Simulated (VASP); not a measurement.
# Si7SbO16 (a cell with a defect) (Cristobalite) in VASP: a series of runs

One crystal, Si7SbO16 (a cell with a defect) (Cristobalite), is run at these levels: PBE; tasks: electric field gradients.

Program: VASP 6.6.1. These are calculated values, not measurements. Logs are shortened: lines on timing, memory, paths and dates and some standing lists are left out, and cuts for length are marked.

**1. The structure**

The cell holds a defect, 24 atoms: a = 8.562 Å, b = 8.562 Å, c = 7.046 Å, α = 65.70°, β = 65.70°, γ = 48.59°.

**2. Electric field gradients, PBE**

File INCAR:

```
SYSTEM = Si7SbO16
PREC     = Accurate       ! precision mode
ENCUT    = 520            ! plane-wave cutoff, eV
EDIFF    = 1E-8           ! SCF threshold, eV
ISMEAR   = -1             ! smearing method
SIGMA    = 0.01           ! smearing width, eV
LREAL    = Auto         
LASPH    = .TRUE.         ! aspherical terms in the spheres
NELM     = 100            ! most SCF steps
ALGO     = Fast           ! electronic algorithm
ISIF     = 2              ! what is computed and relaxed
LWAVE    = .FALSE.        ! write WAVECAR
LCHARG   = .FALSE.        ! write CHGCAR
GGA      = PE             ! functional
LEFG     = .TRUE.       
NELECT   = 130.0        
NBANDS   = 82             ! bands
```

File KPOINTS:

```
Automatic mesh
0
G
  3 3 3
  0 0 0
```

File POSCAR:

```
Si7SbO16
1.0
    0.0000000000      4.9820000000      6.9630000000
    4.9820000000      0.0000000000      6.9630000000
    4.9820000000      4.9820000000      0.0000000000
Sb Si O
1 7 16
Direct
    0.0000000000      0.0000000000      0.2989700000
    0.5000000000      0.5000000000      0.7989700000
    0.4239700000      0.8260300000      0.3750000000
    0.9239700000      0.3260300000      0.8750000000
    0.2500000000      0.2500000000      0.4510300000
    0.7500000000      0.7500000000      0.9510300000
    0.0760300000      0.6739700000      0.1250000000
    0.5760300000      0.1739700000      0.6250000000
    0.0208550000      0.1572750000      0.0826150000
    0.5208550000      0.6572750000      0.5826150000
    0.3857450000      0.0423850000      0.3541450000
    0.8857450000      0.5423850000      0.8541450000
    0.4072750000      0.2708550000      0.4892550000
    0.9072750000      0.7708550000      0.9892550000
    0.2923850000      0.6357450000      0.9677250000
    0.7923850000      0.1357450000      0.4677250000
    0.1142550000      0.4576150000      0.2822750000
    0.6142550000      0.9576150000      0.7822750000
    0.0927250000      0.2291450000      0.6673850000
    0.5927250000      0.7291450000      0.1673850000
    0.2076150000      0.8642550000      0.3958550000
    0.7076150000      0.3642550000      0.8958550000
    0.4791450000      0.3427250000      0.7607450000
    0.9791450000      0.8427250000      0.2607450000
```

Potentials or basis: VASP PAW PBE potentials, release 64 (Sb, Si, O).

The run is started by

```
$ cat potpaw_PBE.64/Sb/POTCAR potpaw_PBE.64/Si/POTCAR potpaw_PBE.64/O/POTCAR > POTCAR
$ mpirun -np 1 vasp_std > vasp.out
```

OUTCAR:

```text
SYSTEM = Si7SbO16
   PREC = Accurate
   ENCUT = 520
   EDIFF = 1E-8
   ISMEAR = -1
   LREAL = Auto
   LASPH = .TRUE.
   NELM = 100
   ISIF = 2
   GGA = PE
   NELECT = 130.0

 ion  position               nearest neighbor table
   1  0.000  0.000  0.299-  24 1.60   9 1.60  21 1.61  16 1.61   3 3.08   4 3.08   7 3.08   8 3.08

   2  0.500  0.500  0.799-  23 1.60  10 1.60  22 1.61  15 1.61   3 3.08   4 3.08   7 3.08   8 3.08

   3  0.424  0.826  0.375-  11 1.60  21 1.60  20 1.61  10 1.61   1 3.08   2 3.08   5 3.08   6 3.08
[... 13 lines left out ...]
  11  0.386  0.042  0.354-   3 1.60   5 1.61
  12  0.886  0.542  0.854-   4 1.60   6 1.61
  13  0.407  0.271  0.489-   5 1.60   8 1.61
  14  0.907  0.771  0.989-   6 1.60   7 1.61
[... 8 lines left out ...]
  23  0.479  0.343  0.761-   2 1.60   8 1.61
  24  0.979  0.843  0.261-   1 1.60   7 1.61

  LATTYP: Found a body centered tetragonal cell.
 ALAT       =     7.0456119677
 C/A-ratio  =     1.9765493847

  Lattice vectors:

 A1 = (  -4.9820000000,   0.0000000000,   6.9630000000)
 A2 = (   4.9820000000,   0.0000000000,   6.9630000000)
 A3 = (   0.0000000000,   4.9820000000,  -6.9630000000)

Analysis of symmetry for initial positions (statically):
=====================================================================
 Subroutine PRICEL returns:
 Original cell was already a primitive cell.

 Routine SETGRP: Setting up the symmetry group for a
 body centered tetragonal supercell.

 Subroutine GETGRP returns: Found  2 space group operations
 (whereof  2 operations were pure point group operations)
 out of a pool of 16 trial point group operations.

The static configuration has the point symmetry C_2 .

Analysis of symmetry for dynamics (positions and initial velocities):
=====================================================================
 Subroutine PRICEL returns:
 Original cell was already a primitive cell.

 Routine SETGRP: Setting up the symmetry group for a
 body centered tetragonal supercell.

 Subroutine GETGRP returns: Found  2 space group operations
 (whereof  2 operations were pure point group operations)
 out of a pool of 16 trial point group operations.

The dynamic configuration has the point symmetry C_2 .

 Subroutine INISYM returns: Found  2 space group operations
 (whereof  2 operations are pure point group operations),
 and found     1 'primitive' translations

----------------------------------------------------------------------------------------

                                     Primitive cell

  volume of cell :     345.6478

  direct lattice vectors                    reciprocal lattice vectors
     0.000000000  4.982000000  6.963000000    -0.100361301  0.100361301  0.071808129
     4.982000000  0.000000000  6.963000000     0.100361301 -0.100361301  0.071808129
     4.982000000  4.982000000  0.000000000     0.100361301  0.100361301 -0.071808129

  length of vectors
     8.561757588  8.561757588  7.045611968     0.159063474  0.159063474  0.159063474

  position of ions in fractional coordinates (direct lattice)
     0.000000000  0.000000000  0.298970000
     0.500000000  0.500000000  0.798970000
     0.423970000  0.826030000  0.375000000
     0.923970000  0.326030000  0.875000000
     0.250000000  0.250000000  0.451030000
     0.750000000  0.750000000  0.951030000
[... 16 lines left out ...]
     0.479145000  0.342725000  0.760745000
     0.979145000  0.842725000  0.260745000

  ion indices of the primitive-cell ions
   primitive index   ion index
                 1           1
                 2           2
                 3           3
                 4           4
                 5           5
                 6           6
[... 16 lines left out ...]
                23          23
                24          24

----------------------------------------------------------------------------------------

 KPOINTS: Automatic mesh

Automatic generation of k-mesh.
 Grid dimensions read from file:
 generate k-points for:    3    3    3

 Generating k-lattice:

[... 37 lines left out ...]
   PREC   = accura    normal or accurate (medium, high low for compatibility)
   ISTART =      0    job   : 0-new  1-cont  2-samecut
   ICHARG =      2    charge: 1-file 2-atom 10-const
   ISPIN  =      1    spin polarized calculation?
   LNONCOLLINEAR =      F non collinear calculations
   LSORBIT =      F    spin-orbit coupling
   LASPH  =      T    aspherical Exc in radial PAW
   ENCUT  =  520.0 eV  38.22 Ry    6.18 a.u.  15.92 15.92 13.10*2*pi/ulx,y,z
   NELM   =    100;   NELMIN=  2; NELMDL= -5     # of ELM steps
   EDIFF  = 0.1E-07   stopping-criterion for ELM
   LREAL  =      T    real-space projection
   EDIFFG = 0.1E-06   stopping-criterion for IOM
   NSW    =      0    number of steps for IOM
   IBRION =     -1    ionic relax: 0-MD 1-quasi-New 2-CG
   NFREE  =      0    steps in history (QN), initial steepest desc. (CG)
   ISIF   =      2    stress and relaxation
   ISYM   =      2    0-nonsym 1-usesym 2-fastsym
   POTIM  = 0.5000    time-step for ionic-motion
   TEBEG  =    0.0;   TEEND  =   0.0 temperature during run
   PSTRESS=    0.0 pullay stress
   NELECT =     130.0000    total number of electrons
   NUPDOWN=      -1.0000    fix difference up-down
   EMIN   =  10.00;   EMAX   =-10.00  energy-range for DOS
   EFERMI =   0.00;   METHOD = LEGACY
   ISMEAR =    -1;   SIGMA  =   0.01  broadening in eV -4-tet -1-fermi 0-gaus
   EFERMI_NEDOS =   21; number of points for ismear=-14 and -15
   IALGO  =     68    algorithm
   IMIX   =      4    mixing-type and parameters
     AMIX     =   0.40;   BMIX     =  1.00
     AMIX_MAG =   1.60;   BMIX_MAG =  1.00
  volume/ion in A,a.u.               =      14.40        97.19
  Fermi-wavevector in a.u.,A,eV,Ry     =   1.181711  2.233110 18.999737  1.396441
  Thomas-Fermi vector in A             =   2.317979
   LORBIT       =      0    0 simple, 1 ext, 2 COOP (PROOUT), +10 PAW based schemes
   GGA     = PE    functional components
   LHFCALC =     F    Hartree Fock is set to
   AEXX    =    0.0000 exact exchange contribution
   IVDW    =     0    specifies the selected vdW correction
   LEPSILON=     F    determine dielectric tensor
   LRPA    =     F    only Hartree local field effects (RPA)
 non-spin polarized calculation
 RMM-DIIS sequential band-by-band and
  energy-cutoff  :      520.00
  volume of cell :      345.65
 maximum number of plane-waves:      9331
   NGX = 31   NGY = 31   NGZ = 27

 number of electron     130.0000016 magnetization

 Free energy of the ion-electron system (eV)
  ---------------------------------------------------
  ext. energy  EPLUGINS =         0.00000000
  ---------------------------------------------------
  free energy    TOTEN  =      -163.86722776 eV

  energy without entropy =     -163.86722776  energy(sigma->0) =     -163.86722776

 E-fermi :   7.0647     XC(G=0):  -8.7044

 val. band max:        6.7758682628   @ k =  -0.3333   0.0000   0.3333
 cond. band min:       7.5558535201   @ k =  -0.3333   0.3333   0.0000
 fundamental gap:      0.7799852573
 Fermi energy:         7.0647105940

 k-point     1 :       0.0000    0.0000    0.0000
  band No.  band energies     occupation
      1     -20.1392      2.00000
      2     -18.7713      2.00000
      3     -18.3093      2.00000
      4     -18.2619      2.00000
      5     -18.2563      2.00000
      6     -18.1670      2.00000
[... 789 lines left out ...]
     76       9.9789      0.00000
     77      10.2260      0.00000
 [bands above 77 left out]

------------------------ aborting loop because EDIFF is reached ----------------------------------------

  FORCE on cell =-STRESS in cart. coord.  units (eV):
  Direction    XX          YY          ZZ          XY          YZ          ZX
  --------------------------------------------------------------------------------------
  -------------------------------------------------------------------------------------
  Total       69.6993194     69.6993194     74.2829717      0.0437826      0.2773259     -0.2773272
  in kB      323.0764355    323.0764355    344.3229852      0.2029449      1.2854853     -1.2854914
  external PRESSURE =     330.1586187 kB  Pullay stress =       0.0000000 kB

 VOLUME and BASIS-vectors are now :
 -----------------------------------------------------------------------------
  energy-cutoff  :      520.00
  volume of cell :      345.65
      direct lattice vectors                 reciprocal lattice vectors
     0.000000000  4.982000000  6.963000000    -0.100361301  0.100361301  0.071808129
     4.982000000  0.000000000  6.963000000     0.100361301 -0.100361301  0.071808129
     4.982000000  4.982000000  0.000000000     0.100361301  0.100361301 -0.071808129

 POSITION                                       TOTAL-FORCE (eV/Angst)
 -----------------------------------------------------------------------------------
      1.48947      1.48947      0.00000         0.028259      0.028259      0.000000
      6.47147      6.47147      6.96300         0.064469      0.064469      0.000000
      5.98353      3.98047      8.70375        -0.191039      0.425598      0.260711
      5.98353      8.96247      8.70375        -0.206413     -0.234573      0.205118
      3.49253      3.49253      3.48150        -0.092222     -0.195787     -0.077740
      8.47453      8.47453     10.44450        -0.195787     -0.092222      0.077740
[... 16 lines left out ...]
      5.49749      6.17713      5.72268         0.241980     -0.068627     -0.526869
      5.49749      6.17713     12.68568       -11.689736     -3.653345    -15.711737
 -----------------------------------------------------------------------------------
    total drift:                               -0.019578     -0.019660      0.000003

  FREE ENERGIE OF THE ION-ELECTRON SYSTEM (eV)
  ---------------------------------------------------
  free  energy   TOTEN  =      -163.8672277646 eV

  energy  without entropy=     -163.8672277646  energy(sigma->0) =     -163.86722776

 Electric field gradients (V/A^2)
---------------------------------------------------------------------
 ion       V_xx      V_yy      V_zz      V_xy      V_xz      V_yz
---------------------------------------------------------------------
   1      10.480    10.481   -20.962    -1.435     6.524    -6.525
   2       0.776     0.777    -1.553     0.245     2.130    -2.131
   3       1.710     1.426    -3.135     0.119     2.313     1.062
   4       1.510    -1.532     0.022    -0.107     1.482     1.136
   5       0.567     0.664    -1.231    -0.095    -1.314     1.630
   6       0.665     0.567    -1.231    -0.095    -1.631     1.313
[... 16 lines left out ...]
  23      41.122   -45.188     4.066    17.572    57.629    12.675
  24      45.080   -42.468    -2.612    16.383    51.801    10.962
---------------------------------------------------------------------

 Electric field gradients after diagonalization (V/A^2)
 (convention: |V_zz| > |V_xx| > |V_yy|)
----------------------------------------------------------------------
 ion       V_xx      V_yy      V_zz     asymmetry (V_yy - V_xx)/ V_zz
----------------------------------------------------------------------
   1      14.329     9.046   -23.374       0.226
   2       2.677     1.021    -3.698       0.448
   3       2.836     1.384    -4.220       0.344
   4      -2.319    -0.174     2.493       0.860
   5       2.053     0.513    -2.566       0.600
   6       2.054     0.512    -2.566       0.601
[... 16 lines left out ...]
  23     -48.749   -37.939    86.688       0.125
  24     -45.619   -35.777    81.396       0.121
----------------------------------------------------------------------

           NMR quadrupolar parameters

 Cq : quadrupolar parameter    Cq=e*Q*V_zz/h
 eta: asymmetry parameters     (V_yy - V_xx)/ V_zz
 Q  : nuclear electric quadrupole moment in mb (millibarn)
----------------------------------------------------------------------
 ion       Cq(MHz)       eta       Q (mb)
----------------------------------------------------------------------
   1      -0.057       0.226       1.000
   2      -0.009       0.448       1.000
   3      -0.010       0.344       1.000
   4       0.006       0.860       1.000
   5      -0.006       0.600       1.000
   6      -0.006       0.601       1.000
[... 16 lines left out ...]
  23       0.210       0.125       1.000
  24       0.197       0.121       1.000
----------------------------------------------------------------------
```

Run time: 13 min. Hardware: 1 thread of Intel Xeon 6975P-C (Granite Rapids), shared host; peak memory 0.59 GiB.

Results:

| Item | Value |
| --- | --- |
| Free energy | -163.8672 eV |
| Largest force | 19.921 eV/Å |
| Band gap on the k mesh | 0.78 eV, indirect (least direct gap 0.84 eV) |

Forces on the atoms (eV/Å):
```
Sb    0.028   0.028   0.000
Si    0.064   0.064   0.000
Si   -0.191   0.426   0.261
Si   -0.206  -0.235   0.205
Si   -0.092  -0.196  -0.078
Si   -0.196  -0.092   0.078
Si   -0.235  -0.206  -0.205
Si    0.426  -0.191  -0.261
O    -3.653 -11.690  15.712
O    -0.069   0.242   0.527
O    -0.138   0.059   0.594
O    -0.087  -0.198   0.478
O     0.157  -0.149   0.341
O     0.029  -0.140   0.331
O    -0.040   0.089   0.404
O    18.184  -2.194  -5.371
O    -0.198  -0.087  -0.478
O     0.059  -0.138  -0.594
O    -0.140   0.029  -0.331
O    -0.149   0.157  -0.341
O    -2.194  18.184   5.371
O     0.089  -0.040  -0.404
O     0.242  -0.069  -0.527
O   -11.690  -3.653 -15.712
```

Electric field gradients, principal values (V/Å²):
```
atom      Vxx      Vyy      Vzz
1 Sb    9.046   14.329  -23.374
2 Si    1.021    2.677   -3.698
3 Si    1.384    2.836   -4.220
4 Si   -0.174   -2.319    2.493
5 Si    0.513    2.053   -2.566
6 Si    0.512    2.054   -2.566
7 Si   -0.174   -2.320    2.494
8 Si    1.384    2.837   -4.220
 9 O  -35.773  -45.617   81.390
10 O  -37.935  -48.747   86.682
11 O  -37.309  -49.547   86.856
12 O  -37.095  -48.933   86.028
13 O  -36.718  -49.531   86.249
14 O  -36.614  -49.120   85.734
15 O  -36.192  -49.723   85.915
16 O  -35.158  -46.277   81.435
17 O  -37.091  -48.934   86.025
18 O  -37.303  -49.549   86.853
19 O  -36.611  -49.117   85.728
20 O  -36.714  -49.529   86.243
21 O  -35.163  -46.275   81.438
22 O  -36.197  -49.722   85.918
23 O  -37.939  -48.749   86.688
24 O  -35.777  -45.619   81.396
```

Caveat: the cell carries a net charge on a neutralising background, which shifts energy and pressure; the cell is charged against a uniform background, so pressure and absolute levels hang on convention; a pressure of tens of GPa on the cell as given is suspect, and the run, the potentials or the cell itself is likely at fault; spin-orbit coupling is left out, which moves the levels of the heavy elements. A hybrid or GW would open this gap; PBE tends to underestimate it.

[end of part 1 of 2]
